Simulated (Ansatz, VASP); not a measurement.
# SnTe: VASP beside Ansatz, part 2 of 2

One calculation is typed for both programs; each brings its own data sets. How far apart do they land? The cell is taken from a series of runs on this material, whose earlier steps may have relaxed, scaled, displaced or heated it; both programs get it as it stands.

VASP 6.6.1 and Ansatz 0.2.0.

So far: The structure; Ansatz: zone-centre phonons, PBEsol.

### Step 3. VASP: zone-centre phonons, PBEsol

Level of this step: PBEsol; plane waves and PAW (Sn_d, Te) (VASP).

The same cell, functional, mesh and smearing now go to VASP, with its own data sets.

Lines of VASP's logs that name or quote its potential files are left out, and so is its time.

INCAR

```
SYSTEM = SnTe
PREC = Accurate
ENCUT = 500
EDIFF = 1E-08
NELM = 120
ISMEAR = 0
SIGMA = 0.01
LREAL = .FALSE.
ALGO = Normal
GGA = PS
NBANDS = 16
LORBIT = 11
LWAVE = .FALSE.
LCHARG = .FALSE.
ISIF = 2
IBRION = 8
LASPH = .TRUE.
GGA_COMPAT = .FALSE.
EFERMI = MIDGAP
KPAR = 2
```

POSCAR

```
SnTe
1.0
    0.0000000000      3.1126897395      3.1453942359
    3.1126897395      0.0000000000      3.1453942359
    3.1126897395      3.1126897395      0.0000000000
Sn Te
1 1
Direct
    0.0000000000      0.0000000000      0.0000000000
    0.5000000000      0.5000000000      0.5000000000
```

KPOINTS

```
Automatic mesh
0
Gamma
12 12 12
0 0 0
```

PAW data sets: Sn_d and Te (PBE family, release 64).

Run with:

```console
> mpirun -np 2 vasp_std
```

Numbers of over 12 decimals in the logs are rounded to 6 here.

The program printed:

```text
[banner, memory and clock lines left out]
running    2 mpi-ranks, on    1 nodes
 distrk:  each k-point on    1 cores,    2 groups
 distr:  one band on    1 cores,    1 groups

 POSCAR found type information on POSCAR SnTe
 POSCAR found :  2 types and       2 ions
|                                                                             |
|               ----> ADVICE to this user running VASP <----                  |
|                                                                             |
|     You enforced a specific xc type in the INCAR file but a different       |
|     [... a line on the potential file left out ...]
|     I HOPE YOU KNOW WHAT YOU ARE DOING!                                     |
|                                                                             |

 LDA part: xc-table for (Slater+PW92), standard interpolation
 POSCAR, INCAR and KPOINTS ok, starting setup
 FFT: planning ... GRIDC
 FFT: planning ... GRID_SOFT
 FFT: planning ... GRID
 WAVECAR not read
 entering main loop
       N       E                     dE             d eps       ncg     rms          rms(c)
DAV:   1     0.120158764697E+03    0.12016E+03   -0.94148E+03  5304   0.141E+03
DAV:   2     0.152942368585E+01   -0.11863E+03   -0.11590E+03  5752   0.346E+02
DAV:   3    -0.811993266342E+01   -0.96494E+01   -0.96205E+01  6632   0.869E+01
DAV:   4    -0.837263859738E+01   -0.25271E+00   -0.25266E+00  6408   0.153E+01
DAV:   5    -0.838365438301E+01   -0.11016E-01   -0.11016E-01  7752   0.292E+00    0.502E+00
DAV:   6    -0.833602532007E+01    0.47629E-01   -0.10470E-01  7568   0.269E+00    0.313E+00
DAV:   7    -0.833378925018E+01    0.22361E-02   -0.42232E-02  6808   0.135E+00    0.654E-01
DAV:   8    -0.833310497205E+01    0.68428E-03   -0.67443E-03  6656   0.736E-01    0.151E-01
DAV:   9    -0.833317157811E+01   -0.66606E-04   -0.48516E-04  7272   0.211E-01    0.413E-02
DAV:  10    -0.833315567808E+01    0.15900E-04   -0.59968E-05  6912   0.755E-02    0.202E-02
DAV:  11    -0.833315513494E+01    0.54314E-06   -0.21616E-05  7024   0.415E-02    0.181E-02
DAV:  12    -0.833315500796E+01    0.12698E-06   -0.17725E-06  6664   0.123E-02    0.920E-03
DAV:  13    -0.833315483759E+01    0.17037E-06   -0.18315E-07  6928   0.323E-03    0.232E-03
DAV:  14    -0.833315489296E+01   -0.55369E-07   -0.41096E-08  6208   0.277E-03    0.119E-03
DAV:  15    -0.833315487952E+01    0.13440E-07   -0.92132E-09  3792   0.596E-04    0.680E-04
DAV:  16    -0.833315489444E+01   -0.14922E-07   -0.12905E-09  3480   0.268E-04    0.542E-04
DAV:  17    -0.833315490232E+01   -0.78758E-08   -0.23110E-10  3368   0.166E-04
   1 F= -.83331549E+01 E0= -.83331549E+01  d E =-.598943E-61
 Linear response reoptimize wavefunctions to high precision
DAV:   1    -0.833315490427E+01   -0.19545E-08   -0.82833E-11  3512   0.785E-05
DAV:   2    -0.833315490428E+01   -0.59117E-11   -0.14832E-11  3312   0.485E-05
 Linear response DOF=           4
 Linear response progress:
  Degree of freedom:   1/  4
       N       E                     dE             d eps       ncg     rms          rms(c)
RMM:   1    -0.215210639440E+00   -0.21521E+00    0.30987E-01 10833   0.104E+01
RMM:   2    -0.220459609691E+00   -0.52490E-02   -0.11920E-02 15806   0.868E-01    0.846E-02
RMM:   3    -0.220286790596E+00    0.17282E-03   -0.91738E-04 17457   0.243E-01    0.455E-02
RMM:   4    -0.219988040805E+00    0.29875E-03   -0.87562E-05 17479   0.744E-02    0.837E-03
RMM:   5    -0.219981813554E+00    0.62273E-05   -0.79914E-06 17989   0.226E-02    0.365E-03
RMM:   6    -0.219987605461E+00   -0.57919E-05   -0.13806E-06 17648   0.769E-03    0.125E-03
RMM:   7    -0.219986588391E+00    0.10171E-05   -0.37190E-07 18154   0.302E-03    0.737E-04
RMM:   8    -0.219983441896E+00    0.31465E-05    0.26356E-07 17669   0.130E-03    0.208E-04
RMM:   9    -0.219983541284E+00   -0.99388E-07    0.45215E-07 18629   0.586E-04    0.186E-04
RMM:  10    -0.219983110235E+00    0.43105E-06    0.53541E-07 18110   0.291E-04    0.119E-04
RMM:  11    -0.219983001206E+00    0.10903E-06    0.37156E-07 19389   0.143E-04    0.758E-05
RMM:  12    -0.219982641357E+00    0.35985E-06    0.18593E-07 17651   0.927E-05    0.458E-05
RMM:  13    -0.219982726162E+00   -0.84806E-07    0.81140E-08 19050   0.453E-05    0.202E-05
RMM:  14    -0.219982692588E+00    0.33574E-07    0.43384E-08 18242   0.238E-05    0.746E-06
RMM:  15    -0.219982669528E+00    0.23060E-07    0.22004E-08 16495   0.144E-05    0.494E-06
RMM:  16    -0.219982650576E+00    0.18952E-07    0.93139E-09 15175   0.101E-05    0.215E-06
RMM:  17    -0.219982647943E+00    0.26325E-08    0.50061E-09 11798   0.771E-06    0.687E-07
 first order change of Fermi-energy   0.19045E-03
 force on displaced ion       1 direction 1 :  -0.549   0.000   0.000
 Linear response progress:
  Degree of freedom:   2/  4
       N       E                     dE             d eps       ncg     rms          rms(c)
RMM:   1    -0.215082368319E+00   -0.21508E+00    0.31760E-01  6311   0.105E+01
RMM:   2    -0.220360405901E+00   -0.52780E-02   -0.11811E-02  9146   0.864E-01    0.780E-02
RMM:   3    -0.220213508174E+00    0.14690E-03   -0.90572E-04 10044   0.240E-01    0.418E-02
RMM:   4    -0.219939207565E+00    0.27430E-03   -0.81871E-05 10123   0.723E-02    0.845E-03
RMM:   5    -0.219928881098E+00    0.10326E-04   -0.78555E-06 10434   0.221E-02    0.359E-03
RMM:   6    -0.219933435916E+00   -0.45548E-05   -0.13165E-06 10208   0.749E-03    0.131E-03
RMM:   7    -0.219932556585E+00    0.87933E-06   -0.34207E-07 10549   0.295E-03    0.705E-04
RMM:   8    -0.219929024252E+00    0.35323E-05    0.26567E-07 10115   0.130E-03    0.117E-04
RMM:   9    -0.219929612102E+00   -0.58785E-06    0.39307E-07 10714   0.579E-04    0.225E-04
RMM:  10    -0.219929289308E+00    0.32279E-06    0.62869E-07 10589   0.278E-04    0.169E-04
RMM:  11    -0.219929380373E+00   -0.91065E-07    0.38668E-07 11184   0.138E-04    0.286E-04
RMM:  12    -0.219928971730E+00    0.40864E-06    0.20433E-07 10098   0.987E-05    0.138E-04
RMM:  13    -0.219928809309E+00    0.16242E-06    0.93850E-08 10588   0.524E-05    0.417E-05
RMM:  14    -0.219928777517E+00    0.31792E-07    0.42186E-08 11041   0.258E-05    0.324E-05
RMM:  15    -0.219928689946E+00    0.87572E-07    0.19527E-08  9988   0.186E-05    0.442E-06
RMM:  16    -0.219928664800E+00    0.25146E-07    0.92837E-09 10322   0.124E-05    0.249E-06
RMM:  17    -0.219928665823E+00   -0.10235E-08    0.40147E-09  7336   0.887E-06    0.182E-06
 first order change of Fermi-energy  -0.10561E-03
 force on displaced ion       1 direction 3 :   0.000   0.000  -0.292
 Linear response progress:
  Degree of freedom:   3/  4
       N       E                     dE             d eps       ncg     rms          rms(c)
RMM:   1    -0.467381323158E-01   -0.46738E-01    0.67293E-02 19183   0.884E-01
RMM:   2    -0.472302584153E-01   -0.49213E-03   -0.19936E-03 16846   0.220E-01    0.669E-02
RMM:   3    -0.474080930301E-01   -0.17783E-03   -0.15898E-04 17049   0.628E-02    0.495E-02
RMM:   4    -0.476772230496E-01   -0.26913E-03   -0.24533E-05 16870   0.322E-02    0.599E-03
RMM:   5    -0.476852545580E-01   -0.80315E-05   -0.10720E-06 17413   0.761E-03    0.315E-03
RMM:   6    -0.476840066910E-01    0.12479E-05   -0.92787E-08 16878   0.222E-03    0.717E-04
RMM:   7    -0.476832098058E-01    0.79689E-06    0.73949E-09 17278   0.500E-04    0.140E-04
RMM:   8    -0.476831460241E-01    0.63782E-07    0.37686E-08 16961   0.160E-04    0.308E-05
RMM:   9    -0.476830622803E-01    0.83744E-07    0.29203E-07 18246   0.534E-05    0.186E-05
RMM:  10    -0.476831229851E-01   -0.60705E-07    0.28779E-07 18793   0.155E-05    0.308E-06
RMM:  11    -0.476831035859E-01    0.19399E-07    0.51648E-08 17021   0.716E-06    0.998E-07
RMM:  12    -0.476831046137E-01   -0.10278E-08   -0.68086E-09 12643   0.420E-06    0.562E-07
 first order change of Fermi-energy  -0.29047E-03
 force on displaced ion       2 direction 1 :  -0.524   0.000   0.000
 Linear response progress:
  Degree of freedom:   4/  4
       N       E                     dE             d eps       ncg     rms          rms(c)
RMM:   1    -0.467317988897E-01   -0.46732E-01    0.66139E-02 11049   0.866E-01
RMM:   2    -0.472219624116E-01   -0.49016E-03   -0.19673E-03  9767   0.217E-01    0.618E-02
RMM:   3    -0.473970903555E-01   -0.17513E-03   -0.15959E-04  9899   0.625E-02    0.463E-02
RMM:   4    -0.476528091024E-01   -0.25572E-03   -0.23518E-05  9823   0.309E-02    0.598E-03
RMM:   5    -0.476644317792E-01   -0.11623E-04   -0.10615E-06 10099   0.735E-03    0.305E-03
RMM:   6    -0.476623894317E-01    0.20423E-05   -0.95808E-08  9740   0.214E-03    0.716E-04
RMM:   7    -0.476616865093E-01    0.70292E-06   -0.65976E-09 10043   0.492E-04    0.146E-04
RMM:   8    -0.476615590520E-01    0.12746E-06    0.26491E-08  9880   0.153E-04    0.299E-05
RMM:   9    -0.476614632552E-01    0.95797E-07    0.26235E-07 10540   0.506E-05    0.185E-05
RMM:  10    -0.476615245386E-01   -0.61283E-07    0.26370E-07 10822   0.141E-05    0.315E-06
RMM:  11    -0.476615086146E-01    0.15924E-07    0.35971E-08  9555   0.640E-06    0.881E-07
RMM:  12    -0.476615110979E-01   -0.24833E-08   -0.18558E-08  7068   0.353E-06    0.598E-07
 first order change of Fermi-energy   0.20929E-03
 force on displaced ion       2 direction 3 :   0.000   0.000  -0.278
 Linear response finished
```

From OUTCAR (step 3):

```text
ion  position               nearest neighbor table
   1  0.000  0.000  0.000-   2 3.11   2 3.11   2 3.11   2 3.11   2 3.15   2 3.15
   2  0.500  0.500  0.500-   1 3.11   1 3.11   1 3.11   1 3.11   1 3.15   1 3.15

  LATTYP: Found a body centered tetragonal cell.
 ALAT       =     4.4020080451
 C/A-ratio  =     1.4290724613

 Subroutine GETGRP returns: Found 16 space group operations
 (whereof 16 operations were pure point group operations)

The static configuration has the point symmetry D_4h.

 Found    163 irreducible k-points:

   k-points           NKPTS =    163   k-points in BZ     NKDIM =    163   number of bands    NBANDS=     16

   dimension x,y,z NGX =    32 NGY =   32 NGZ =   32
   dimension x,y,z NGXF=    64 NGYF=   64 NGZF=   64

   ENCUT  =  500.0 eV  36.75 Ry    6.06 a.u.   8.07  8.07  8.03*2*pi/ulx,y,z

   NELECT =      20.0000    total number of electrons

 k-points in reciprocal lattice and weights: Automatic mesh
   0.00000000  0.00000000  0.00000000       0.001
   0.08333333  0.00000000  0.00000000       0.005
   0.16666667  0.00000000  0.00000000       0.005
   0.25000000  0.00000000  0.00000000       0.005
   0.33333333  0.00000000  0.00000000       0.005
   0.41666667  0.00000000  0.00000000       0.005
   0.50000000  0.00000000  0.00000000       0.002
   0.08333333  0.08333333  0.00000000       0.001
   0.16666667  0.08333333  0.00000000       0.005
[...]
-0.33333333  0.16666667  0.50000000       0.002
  -0.25000000  0.25000000  0.50000000       0.001

 average (electrostatic) potential at core
       1-100.0843       2 -87.4377

  Total        0.5745184      0.5745184      0.0035345      0.0000000      0.0000000      0.0000000
  in kB       15.1021149     15.1021149      0.0929102      0.0000000      0.0000000      0.0000000
  external PRESSURE =      10.0990467 kB  Pullay stress =       0.0000000 kB

  energy-cutoff  :      500.00
  volume of cell :       60.95
      direct lattice vectors                 reciprocal lattice vectors
     0.000000000  3.112689739  3.145394236    -0.160632778  0.160632778  0.158962585
     3.112689739  0.000000000  3.145394236     0.160632778 -0.160632778  0.158962585
     3.112689739  3.112689739  0.000000000     0.160632778  0.160632778 -0.158962585

 POSITION                                       TOTAL-FORCE (eV/Angst)
 -----------------------------------------------------------------------------------
      0.00000      0.00000      0.00000        -0.000000      0.000000      0.000000
      3.11269      3.11269      3.14539         0.000000     -0.000000     -0.000000
 -----------------------------------------------------------------------------------
    total drift:                                0.000000     -0.000000     -0.000000

 Eigenvectors and eigenvalues of the dynamical matrix
 ----------------------------------------------------

   1 f  =    1.460964 THz     9.179506 2PiTHz   48.732503 cm-1     6.042058 meV
             X         Y         Z           dx          dy          dz
      0.000000  0.000000  0.000000     0.000000   -0.727931    0.000000
      3.112690  3.112690  3.145394    -0.000000    0.685650   -0.000000

   2 f  =    1.460964 THz     9.179506 2PiTHz   48.732503 cm-1     6.042058 meV
             X         Y         Z           dx          dy          dz
      0.000000  0.000000  0.000000     0.727931    0.000000   -0.000000
      3.112690  3.112690  3.145394    -0.685650   -0.000000    0.000000

   3 f  =    1.064425 THz     6.687983 2PiTHz   35.505413 cm-1     4.402108 meV
             X         Y         Z           dx          dy          dz
      0.000000  0.000000  0.000000    -0.000000   -0.000000   -0.728151
      3.112690  3.112690  3.145394     0.000000    0.000000    0.685417

   4 f/i=    0.012957 THz     0.081410 2PiTHz    0.432193 cm-1     0.053585 meV
             X         Y         Z           dx          dy          dz
      0.000000  0.000000  0.000000     0.000000    0.000000    0.685417
      3.112690  3.112690  3.145394     0.000000    0.000000    0.728151

   5 f/i=    0.017316 THz     0.108798 2PiTHz    0.577589 cm-1     0.071612 meV
             X         Y         Z           dx          dy          dz
      0.000000  0.000000  0.000000     0.484021    0.485633   -0.000000
      3.112690  3.112690  3.145394     0.513869    0.515580   -0.000000

   6 f/i=    0.017316 THz     0.108798 2PiTHz    0.577589 cm-1     0.071612 meV
             X         Y         Z           dx          dy          dz
      0.000000  0.000000  0.000000     0.485633   -0.484021    0.000000
      3.112690  3.112690  3.145394     0.515580   -0.513869    0.000000

 ELASTIC MODULI CONTR FROM IONIC RELAXATION (kBar)
 Direction    XX          YY          ZZ          XY          YZ          ZX
 --------------------------------------------------------------------------------
 XX           0.0000      0.0000      0.0000      0.0000      0.0000      0.0000
 YY           0.0000      0.0000      0.0000      0.0000      0.0000      0.0000
 ZZ           0.0000      0.0000      0.0000      0.0000      0.0000      0.0000
 XY           0.0000      0.0000      0.0000      0.0000      0.0000      0.0000
 YZ           0.0000      0.0000      0.0000      0.0000      0.0000      0.0000
 ZX           0.0000      0.0000      0.0000      0.0000      0.0000      0.0000
 --------------------------------------------------------------------------------
```

### Step 4. Differences

Known differences besides the potentials themselves: the data sets hold 30 valence electrons in Ansatz (on its PAW soft_1 files) and 20 in VASP; the cutoff is 420 eV in Ansatz and 500 eV in VASP; Ansatz makes its cores anew for this functional, VASP keeps those of its PBE data sets. Total energies have different zeros and are not compared.

Compared:

| quantity | Ansatz | VASP | difference |
| --- | --- | --- | --- |
| optical mode 1 (cm⁻¹) | 32.8 | 35.5 | -2.7 |
| optical mode 2 to 3 (cm⁻¹) | 46.1 | 48.7 | -2.6 |

Modes are paired by rising frequency, not by their patterns, so a pair may set unlike modes beside each other; they are those without the splitting of longitudinal modes.

### Step 5. Outcome

- r.m.s. difference of the optical zone-centre modes, each program's sorted by frequency (zone-centre phonons, PBEsol): 2.6 cm⁻¹

In words: The r.m.s. difference of the optical zone-centre modes, each program's sorted by frequency is 2.6 cm⁻¹ (zone-centre phonons, PBEsol). The data sets hold unlike numbers of valence electrons (30 in Ansatz and 20 in VASP), so part of the differences comes from the potentials. How closely two codes agree says nothing of how well the functional describes the real material.

[Lines on the potential files, build, host, timing and source positions are cut from VASP's logs without a mark.]

[Logs are printed without paths, hosts, clocks, repeated set-up lines and the standing remarks that a program may print on its own settings, such as how far it seeks lower states.]

[Hosts, paths, dates, database ids (printed as entryN), source tags and the programs' standing remarks are cut or masked in the printed files.]
